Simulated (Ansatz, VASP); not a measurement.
## Bi (Bismuth): VASP beside Ansatz

One calculation is typed for both programs; each brings its own data sets. How far apart do they land? The cell is taken from a series of runs on this material, whose earlier steps may have relaxed, scaled, displaced or heated it; both programs get it as it stands.

Program: Ansatz 0.2.0. Level of theory: plane waves, with VASP 6.6.1 beside it; zone-centre phonons at LDA. Results are calculated unless marked as measured.

## 1. The structure

It takes space group R-3m (No. 166, trigonal). The conventional cell has a = 4.406 Å, b = 4.406 Å, c = 11.007 Å, α = 90.00°, β = 90.00°, γ = 120.00°. Nearest to Bi lie 6 Bi at 3.03 to 3.26 Å.

## 2. VASP: zone-centre phonons, LDA

Second derivatives magnify differences that forces hide, and they need a tight electronic threshold.

Lines of VASP's logs that name or quote its potential files are left out, and so is its time.

The input, INCAR:

```
SYSTEM = Bi
PREC = Accurate
ENCUT = 500
EDIFF = 1E-08
NELM = 120
ISMEAR = 1
SIGMA = 0.2
LREAL = .FALSE.
ALGO = Normal
GGA = CA
NBANDS = 21
LORBIT = 11
LWAVE = .FALSE.
LCHARG = .FALSE.
ISIF = 2
IBRION = 8
LASPH = .TRUE.
GGA_COMPAT = .FALSE.
KPAR = 2
```

The input, POSCAR:

```
Bi
1.0
    2.2029541438      1.2718761679      3.6690840553
   -2.2029541438      1.2718761679      3.6690840553
    0.0000000000     -2.5437523358      3.6690840553
Bi
2
Direct
    0.2410606230      0.2410606230      0.2410606230
    0.7589393770      0.7589393770      0.7589393770
```

The input, KPOINTS:

```
Automatic mesh
0
Gamma
12 12 12
0 0 0
```

Potentials, in the order of the species: Bi_d (LDA family, release 64).

Run with:

```
mpirun -np 2 vasp_std
```

Numbers of over 12 decimals in the logs are rounded to 6 here.

What it wrote:

```text
[banner, memory and clock lines left out]
running    2 mpi-ranks, on    1 nodes
 distrk:  each k-point on    1 cores,    2 groups
 distr:  one band on    1 cores,    1 groups

 POSCAR found type information on POSCAR Bi
 POSCAR found :  1 types and       2 ions
 LDA part: xc-table for (Slater(with rela. corr.)+CA(PZ))
 , standard interpolation
 POSCAR, INCAR and KPOINTS ok, starting setup
 FFT: planning ... GRIDC
 FFT: planning ... GRID_SOFT
 FFT: planning ... GRID
 WAVECAR not read
 entering main loop
       N       E                     dE             d eps       ncg     rms          rms(c)
DAV:   1     0.304245182724E+03    0.30425E+03   -0.16157E+04  7943   0.175E+03
DAV:   2     0.164829204674E+02   -0.28776E+03   -0.28128E+03  8043   0.450E+02
DAV:   3    -0.819487336186E+01   -0.24678E+02   -0.24364E+02  9490   0.147E+02
DAV:   4    -0.903584056387E+01   -0.84097E+00   -0.84020E+00  9330   0.297E+01
DAV:   5    -0.907604258237E+01   -0.40202E-01   -0.40201E-01 11365   0.583E+00    0.110E+00
DAV:   6    -0.905965800534E+01    0.16385E-01   -0.19290E-02 10303   0.156E+00    0.625E-01
DAV:   7    -0.905188043355E+01    0.77776E-02   -0.11244E-02 10692   0.125E+00    0.106E-01
DAV:   8    -0.905176777650E+01    0.11266E-03   -0.10643E-03  9017   0.406E-01    0.165E-02
DAV:   9    -0.905177117475E+01   -0.33982E-05   -0.49716E-05 11677   0.613E-02    0.565E-03
DAV:  10    -0.905177118111E+01   -0.63619E-08   -0.21902E-06 10774   0.113E-02    0.158E-03
DAV:  11    -0.905177122469E+01   -0.43586E-07   -0.12895E-07 10111   0.249E-03    0.541E-04
DAV:  12    -0.905177122624E+01   -0.15430E-08   -0.13127E-08  7082   0.101E-03
   1 F= -.90517712E+01 E0= -.90524089E+01  d E =0.191288E-02
 Linear response reoptimize wavefunctions to high precision
DAV:   1    -0.905177122616E+01    0.73214E-10   -0.16687E-09  5725   0.436E-04
DAV:   2    -0.905177122620E+01   -0.40927E-10   -0.36455E-10  5059   0.220E-04
 Linear response DOF=           2
 Linear response progress:
  Degree of freedom:   1/  2
       N       E                     dE             d eps       ncg     rms          rms(c)
RMM:   1    -0.330012309000E+00   -0.33001E+00    0.26728E-01 48238   0.853E+00
RMM:   2    -0.338878382931E+00   -0.88661E-02   -0.21868E-02 62298   0.123E+00    0.513E-02
RMM:   3    -0.339163813253E+00   -0.28543E-03   -0.18214E-03 66377   0.351E-01    0.287E-02
RMM:   4    -0.339124753143E+00    0.39060E-04   -0.15845E-04 68751   0.110E-01    0.634E-03
RMM:   5    -0.339145013527E+00   -0.20260E-04   -0.23217E-05 65232   0.380E-02    0.247E-03
RMM:   6    -0.339148559676E+00   -0.35461E-05   -0.47009E-06 67248   0.160E-02    0.110E-03
RMM:   7    -0.339143746016E+00    0.48137E-05   -0.26218E-06 68236   0.579E-03    0.352E-04
RMM:   8    -0.339139289615E+00    0.44564E-05   -0.43431E-07 69454   0.214E-03    0.123E-04
RMM:   9    -0.339137069688E+00    0.22199E-05    0.23684E-07 70490   0.936E-04    0.322E-05
RMM:  10    -0.339136995447E+00    0.74241E-07    0.36441E-07 72271   0.486E-04    0.215E-05
RMM:  11    -0.339136682752E+00    0.31269E-06    0.17732E-07 70745   0.314E-04    0.113E-05
RMM:  12    -0.339136294999E+00    0.38775E-06    0.10297E-07 70468   0.224E-04    0.350E-06
RMM:  13    -0.339136386898E+00   -0.91899E-07    0.89008E-09 70774   0.173E-04    0.297E-06
RMM:  14    -0.339136312419E+00    0.74479E-07   -0.20057E-08 70178   0.151E-04    0.100E-06
RMM:  15    -0.339136291861E+00    0.20558E-07   -0.43373E-08 75319   0.141E-04    0.283E-07
RMM:  16    -0.339136295506E+00   -0.36448E-08   -0.46089E-08 61712   0.136E-04    0.450E-07
 first order change of Fermi-energy  -0.94011E-05
 force on displaced ion       1 direction 1 :  -1.156   0.000   0.000
 Linear response progress:
  Degree of freedom:   2/  2
       N       E                     dE             d eps       ncg     rms          rms(c)
RMM:   1    -0.330135360361E+00   -0.33014E+00    0.28484E-01 10486   0.860E+00
RMM:   2    -0.338916838797E+00   -0.87815E-02   -0.21359E-02 13596   0.122E+00    0.458E-02
RMM:   3    -0.339115654760E+00   -0.19882E-03   -0.17395E-03 14535   0.343E-01    0.253E-02
RMM:   4    -0.338996707459E+00    0.11895E-03   -0.15640E-04 14864   0.109E-01    0.568E-03
RMM:   5    -0.339011069709E+00   -0.14362E-04   -0.20559E-05 14652   0.356E-02    0.306E-03
RMM:   6    -0.339022905791E+00   -0.11836E-04   -0.39552E-06 14172   0.155E-02    0.893E-04
RMM:   7    -0.339022383141E+00    0.52265E-06   -0.56397E-07 14689   0.529E-03    0.528E-04
RMM:   8    -0.339017932410E+00    0.44507E-05   -0.97262E-08 13753   0.205E-03    0.910E-05
RMM:   9    -0.339017369201E+00    0.56321E-06   -0.39947E-08 15461   0.945E-04    0.589E-05
RMM:  10    -0.339016958757E+00    0.41044E-06    0.53544E-09 14974   0.440E-04    0.331E-05
RMM:  11    -0.339016657430E+00    0.30133E-06    0.10329E-08 14692   0.278E-04    0.874E-06
RMM:  12    -0.339016610937E+00    0.46493E-07   -0.77745E-09 15532   0.202E-04    0.199E-06
RMM:  13    -0.339016590412E+00    0.20525E-07   -0.13976E-08 14997   0.162E-04    0.103E-06
RMM:  14    -0.339016583329E+00    0.70832E-08   -0.25900E-08 16279   0.145E-04    0.476E-07
 first order change of Fermi-energy  -0.43373E-01
 force on displaced ion       1 direction 3 :   0.000  -0.000  -3.434
 Linear response finished
```

OUTCAR, selected parts (step 2):

```text
ion  position               nearest neighbor table
   1  0.241  0.241  0.241-   2 3.03   2 3.03   2 3.03   2 3.26   2 3.26   2 3.26
   2  0.759  0.759  0.759-   1 3.03   1 3.03   1 3.03   1 3.26   1 3.26   1 3.26

  LATTYP: Found a trigonal (rhomboedric) cell.
 ALAT       =     4.4646224646
 COS(alpha) =     0.5130645095

 Subroutine GETGRP returns: Found 12 space group operations
 (whereof 12 operations were pure point group operations)

The static configuration has the point symmetry D_3d.

 Found    189 irreducible k-points:

   k-points           NKPTS =    189   k-points in BZ     NKDIM =    189   number of bands    NBANDS=     21

   dimension x,y,z NGX =    36 NGY =   36 NGZ =   36
   dimension x,y,z NGXF=    72 NGYF=   72 NGZF=   72

   ENCUT  =  500.0 eV  36.75 Ry    6.06 a.u.   8.14  8.14  8.14*2*pi/ulx,y,z

   NELECT =      30.0000    total number of electrons

 k-points in reciprocal lattice and weights: Automatic mesh
   0.00000000  0.00000000  0.00000000       0.001
   0.08333333 -0.00000000  0.00000000       0.003
   0.16666667  0.00000000  0.00000000       0.003
   0.25000000 -0.00000000  0.00000000       0.003
   0.33333333  0.00000000  0.00000000       0.003
   0.41666667 -0.00000000  0.00000000       0.003
   0.50000000 -0.00000000  0.00000000       0.002
   0.08333333  0.08333333  0.00000000       0.003
   0.16666667  0.08333333  0.00000000       0.007
[...]
-0.41666667  0.50000000  0.41666667       0.003
   0.50000000  0.50000000  0.50000000       0.001

 average (electrostatic) potential at core
       1-103.2356       2-103.2356

  Total        1.8013635      1.8013635      1.7932276      0.0000000      0.0000000      0.0000000
  in kB       46.7899677     46.7899677     46.5786407      0.0000000      0.0000000      0.0000000
  external PRESSURE =      46.7195254 kB  Pullay stress =       0.0000000 kB

  energy-cutoff  :      500.00
  volume of cell :       61.68
      direct lattice vectors                 reciprocal lattice vectors
     2.202954144  1.271876168  3.669084055     0.226967956  0.131040011  0.090849195
    -2.202954144  1.271876168  3.669084055    -0.226967956  0.131040011  0.090849195
     0.000000000 -2.543752336  3.669084055     0.000000000 -0.262080021  0.090849195

 POSITION                                       TOTAL-FORCE (eV/Angst)
 -----------------------------------------------------------------------------------
      0.00000      0.00000      2.65342         0.000000     -0.000000      0.016204
      0.00000      0.00000      8.35384         0.000000      0.000000     -0.016204
 -----------------------------------------------------------------------------------
    total drift:                                0.000000     -0.000000      0.000000

 Eigenvectors and eigenvalues of the dynamical matrix
 ----------------------------------------------------

   1 f  =    2.834048 THz    17.806851 2PiTHz   94.533678 cm-1    11.720677 meV
             X         Y         Z           dx          dy          dz
      0.000000  0.000000  2.653415     0.000000    0.000000   -0.707107
      0.000000  0.000000  8.353837    -0.000000    0.000000    0.707107

   2 f  =    1.644661 THz    10.333710 2PiTHz   54.859984 cm-1     6.801768 meV
             X         Y         Z           dx          dy          dz
      0.000000  0.000000  2.653415     0.707107   -0.000003    0.000000
      0.000000  0.000000  8.353837    -0.707107    0.000003    0.000000

   3 f  =    1.644661 THz    10.333710 2PiTHz   54.859984 cm-1     6.801768 meV
             X         Y         Z           dx          dy          dz
      0.000000  0.000000  2.653415     0.000003    0.707107    0.000000
      0.000000  0.000000  8.353837    -0.000003   -0.707107    0.000000

   4 f  =    0.000000 THz     0.000000 2PiTHz    0.000000 cm-1     0.000000 meV
             X         Y         Z           dx          dy          dz
      0.000000  0.000000  2.653415     0.342250    0.618761    0.000000
      0.000000  0.000000  8.353837     0.342250    0.618761    0.000000

   5 f  =    0.000000 THz     0.000000 2PiTHz    0.000000 cm-1     0.000000 meV
             X         Y         Z           dx          dy          dz
      0.000000  0.000000  2.653415    -0.000000   -0.000000    0.707107
      0.000000  0.000000  8.353837     0.000000    0.000000    0.707107

   6 f/i=    0.000000 THz     0.000000 2PiTHz    0.000001 cm-1     0.000000 meV
             X         Y         Z           dx          dy          dz
      0.000000  0.000000  2.653415    -0.618761    0.342250   -0.000000
      0.000000  0.000000  8.353837    -0.618761    0.342250    0.000000

 ELASTIC MODULI CONTR FROM IONIC RELAXATION (kBar)
 Direction    XX          YY          ZZ          XY          YZ          ZX
 --------------------------------------------------------------------------------
 XX        -167.5199     57.7881    -82.9480     -0.0000    202.9363      0.0000
 YY          57.7881   -167.5199    -82.9480      0.0000   -202.9363     -0.0000
 ZZ         -82.9480    -82.9480   -125.4034      0.0000     -0.0000     -0.0000
 XY          -0.0000      0.0000      0.0000   -112.6540      0.0000    199.9260
 YZ         202.9363   -202.9363     -0.0000      0.0000   -365.5719     -0.0000
 ZX           0.0000     -0.0000     -0.0000    199.9260     -0.0000   -354.8068
 --------------------------------------------------------------------------------
```

## 3. Ansatz: zone-centre phonons, LDA

Ansatz runs on its PAW soft_1 files.

The same cell, functional (in two slightly different forms), mesh and smearing now go to Ansatz, which takes its cutoff from its data sets.

The input, input.yaml:

```yaml
crystal:
  lattice:
    - [2.2029541438, 1.2718761679, 3.6690840553]
    - [-2.2029541438, 1.2718761679, 3.6690840553]
    - [0.0, -2.5437523358, 3.6690840553]
  atoms:
    - { symbol: Bi, position: [0.241060623, 0.241060623, 0.241060623] }
    - { symbol: Bi, position: [0.758939377, 0.758939377, 0.758939377] }
kpoints:
  mp_grid: { grid: [12, 12, 12] }
hamiltonian:
  xc: lda
  pseudopotentials: { kind: paw, azcp: { folder: soft_1 }, xc_functional: pbe }
scf:
  occupations: { method: methfessel_paxton, width: 0.2 }
output:
  eigenvalues: true
phonons:
  method: dfpt
```

Run with:

```
ansatz run input.yaml --threads 4 --pin off --max-ram 10240MiB --backend cpu --events-out ev --progress --plain --runs-dir out
```

What it wrote:

```text
Engine: ansatz 0.2.0, aarch64-unknown-linux-gnu
Pseudopotentials: kind: paw
Pseudopotential: Bi, paw, valence charge 15, recommended cutoff 420 eV (normal), soft_1/Bi.paw.azcp
Functional definition: SPW92
  exchange = slater_x
  correlation = pw_c
Crystal: 2 atoms, lattice volume = 61.682 Å³
Basis set: ecut = 420 eV, 1243 PW (Γ), exchange–correlation on 60×60×60 points (8 copies of the dense FFT grid, shifted against one another)
Bands: 19, of which v1, the nominal top of the filled ones, is band 15 counted from 1 (14 counted from 0)
Symmetry: 12 space group operations
k-points: 476 of 1728 (irreducible under 2 space group operations, time reversal used)
Non-local potential: Bi, projectors of the file, l = 0: 2, l = 1: 2, l = 2: 2, l = 3: 1
PAW form: soft (Blöchl's): semilocal exchange-correlation on the pseudo side does not see the compensation charge
PAW frozen core: Bi, regenerated for the run's functional, and the local potential with it (the file was generated under x = pbe(κ = 0.804, μ = 0.219515), c = pbe(β = 0.066725))
PAW one-centre angular grid: Bi, 590 points (default); XC on 64 Gauss nodes
Initial density: superposition of atomic densities (chi_scale 0.1, normalization cell)
Initial wavefunctions: pseudopotential atomic-orbital guess
Functional: x = slater, c = lda
SCF iter   1: F=—  HF=-24175.639117 eV  |F-HF|=—  |Δ(HF+E_count)|=         —  Δρ=1.18e-2  dr2=7.36e-2  ethr=3.10e-3  ⟨swp⟩=5.5  Hψ=43897  notcnv=0
preconditioner: auto → Kerker (q_TF=auto, 2.419 Å⁻¹)  [metal: Δε(μ)=0.017 eV  Ē_g=20.611 eV  σ=0.200 eV  W_gap=0.07  n_scr=14 (ndim 8)  ℏωp=25.9 eV  f_vac=0.000  D(μ)=0.31/eV (n_scr^D=0)]
SCF iter   2: F=—  HF=-24175.623538 eV  |F-HF|=—  |Δ(HF+E_count)|=   1.56e-2  S|Δr|=    0.00e0  Δρ=7.40e-3  dr2=3.05e-2  ethr=2.45e-4  ⟨swp⟩=1.0  Hψ=12852  notcnv=0
SCF iter   3: F=—  HF=-24175.616963 eV  |F-HF|=—  |Δ(HF+E_count)|=   6.57e-3  S|Δr|=    0.00e0  Δρ=1.14e-3  dr2=1.31e-3  ethr=1.02e-4  ⟨swp⟩=2.0  Hψ=16167  notcnv=0
SCF iter   4: F=—  HF=-24175.616796 eV  |F-HF|=—  |Δ(HF+E_count)|=   1.67e-4  S|Δr|=    0.00e0  Δρ=3.43e-4  dr2=1.17e-4  ethr=4.38e-6  ⟨swp⟩=2.5  Hψ=15240  notcnv=0
SCF iter   5: F=—  HF=-24175.616797 eV  |F-HF|=—  |Δ(HF+E_count)|=   1.69e-6  S|Δr|=    0.00e0  Δρ=1.14e-4  dr2=9.28e-6  ethr=3.91e-7  ⟨swp⟩=3.0  Hψ=16257  notcnv=0
SCF iter   6: F=—  HF=-24175.616789 eV  |F-HF|=—  |Δ(HF+E_count)|=   8.11e-6  S|Δr|=    0.00e0  Δρ=1.54e-5  dr2=1.53e-7  ethr=3.09e-8  ⟨swp⟩=2.0  Hψ=16190  notcnv=0
SCF iter   7: F=—  HF=-24175.616793 eV  |F-HF|=—  |Δ(HF+E_count)|=   3.65e-6  S|Δr|=    0.00e0  Δρ=3.17e-6  dr2=1.10e-8  ethr=5.08e-10  ⟨swp⟩=2.5  Hψ=13495  notcnv=0
SCF iter   8: F=—  HF=-24175.616793 eV  |F-HF|=—  |Δ(HF+E_count)|=   1.77e-9  S|Δr|=    0.00e0  Δρ=8.82e-7  dr2=6.69e-10  ethr=3.68e-11  ⟨swp⟩=2.1  Hψ=10979  notcnv=0
SCF iter   9: F=-24175.616793 eV  HF=-24175.616793 eV  |F-HF|=3.64e-12  |Δ(HF+E_count)|=  1.31e-10  S|Δr|=    0.00e0  Δρ=1.29e-7  dr2=5.92e-12  ethr=1.00e-12  ⟨swp⟩=4.3  Hψ=45424  notcnv=0
SCF 1 converged in 9 iterations: F = -24175.616793 eV  dr2 = 5.92e-12
  greatest PAW one-centre occupation: 0.988 electrons in one spin orbital (limit 2), on the Bi atom at site 1 (counted from 0), in its partial waves of l = 2
DFPT response loops at Γ: preconditioner auto → Kerker (q_TF=auto, 2.419 Å⁻¹) (partly filled bands, converged f_vac=0.000); β = 1.00, the filter's whole step (`scf.mixing.beta` (0.50) is not read by the response loops under this deck's `scf.mixing.preconditioner`; to damp them name `kerker` or `kerker_dos`, under which they read `scf.mixing.beta`, and type it under 1.00, their step now; both keys bind the ground state too); Broyden in place of MSR1
SCF converged after 9 iterations
Stability not checked: this state was not tested for a lower state beside it, because cold or Methfessel-Paxton smearing, or corrected tetrahedra, fill the levels in a way that the test cannot read (fill_not_monotonic; see scf.lower_state_search)
Free energy (F): -24175.616793 eV
Harris-Foulkes:  -24175.616793 eV  (|F-HF|=3.64e-12)
Internal energy: -24175.618656 eV  (E = F + TS)
E sigma→0 (E₀):  -24175.617259 eV
Entropy (-TS):   0.001864 eV (0.932 meV/atom)
Fermi energy:    11.504027 eV
--- Per-component energies (eV) ---
  E_band       = -169.651749
  E_kinetic    = 514.090092
  E_local      = -2511.844497  (includes V_loc(G=0)·N_el)
  E_nonlocal   = 825.454947
  E_hartree    = 932.280939
  E_xc         = -303.135450
  E_vxc        = -265.277435  (∫ρ·V_xc dr)
  E_paw        = -20705.494569  (= ΣΔE_a)
  E_vpaw       = -596.637177  (= ΣTr[D̂ρ^β])
  E_aug_tail   = 0.000440  (compensation charges beyond the density's cutoff)
  E_ewald      = -2926.960916
  E_core_change = -0.009642  (= ΣΔE_core)
  E_smearing   = 0.001864  (= −TS)
  E_closure    = -0.000000  (closes the sum)
  Σ components = -24175.616793   (vs F -24175.616793, Δ=0.00e0)
--- Band table (eV; the first three rows and the last of 476) ---
  k-point 0: bands = [... 11 lower, 4.4043, 9.8425, 9.9603, 9.9603, 14.6317, 14.7895, 14.7895, 16.9711]
  k-point 1: bands = [... 11 lower, 4.1753, 9.8759, 9.9770, 10.0396, 14.3666, 14.4480, 14.5402, 16.5750]
  k-point 2: bands = [... 11 lower, 3.5706, 9.9541, 10.0320, 10.2308, 13.6003, 13.8812, 13.9448, 16.3879]
  k-point 475: bands = [... 11 lower, 0.6375, 10.7680, 10.9209, 10.9209, 11.6372, 11.6372, 11.7993, 19.4538]
--- Phonons (Γ-DFPT): 2 representative perturbations + reference, on 476 of 1728 k-points (Σ response iterations 5) ---
  k mesh reduced under 2 symmetry operations, with k and −k counted as one. Each operation leaves every solved perturbation unchanged. A smaller set is not used because it would not reduce the number of displacements times k-points to solve
  ASR residual: 3.296e-4 → 0.000e0 eV/Å²; symmetrization residual: 1.356e-5 eV/Å²
  ASR residual per site (eV/Å²): 3.30e-4 3.30e-4
  Γ frequencies (cm⁻¹): 0.00 0.00 0.00 53.19 53.19 93.39
  non-analytic LO–TO correction: not included (Born effective charges unavailable; polar crystals: no LO–TO splitting at Γ)
```

The column dr2 measures how far the density is from self-consistency, as an energy; F and HF (Harris–Foulkes) agree once it is small.

## 4. Comparison

Known differences besides the potentials themselves: the two LDA forms differ slightly; the cutoff is 420 eV in Ansatz and 500 eV in VASP; VASP's log shows a relativistic correction to its local exchange, Ansatz's none. Total energies have different zeros and are not compared.

The two programs side by side:

| quantity | Ansatz | VASP | difference |
| --- | --- | --- | --- |
| optical mode 1 to 2 (cm⁻¹) | 53.2 | 54.9 | -3.04 % |
| optical mode 3 (cm⁻¹) | 93.4 | 94.5 | -1.21 % |

Modes are paired by rising frequency, not by their patterns, so a pair may set unlike modes beside each other; they are those without the splitting of longitudinal modes.

## 5. What came out

```json
{"r.m.s. difference of the optical zone-centre modes, each program's sorted by frequency (zone-centre phonons, LDA)": "1.5 cm⁻¹", "difference in optical mode 1 to 2 (zone-centre phonons, LDA)": "-3.0 %"}
```

The r.m.s. difference of the optical zone-centre modes, each program's sorted by frequency is 1.5 cm⁻¹ (zone-centre phonons, LDA). Among the rows given in per cent, the largest difference of the zone-centre phonons, LDA pair is in optical mode 1 to 2, -3.0 %. How closely two codes agree says nothing of how well the functional describes the real material.

[Lines on the potential files, build, host, timing and source positions are cut from VASP's logs without a mark.]

[Logs are printed without paths, hosts, clocks, repeated set-up lines and the standing remarks that a program may print on its own settings, such as how far it seeks lower states.]

[Hosts, paths, dates, database ids (printed as entryN), source tags and the programs' standing remarks are cut or masked in the printed files.]
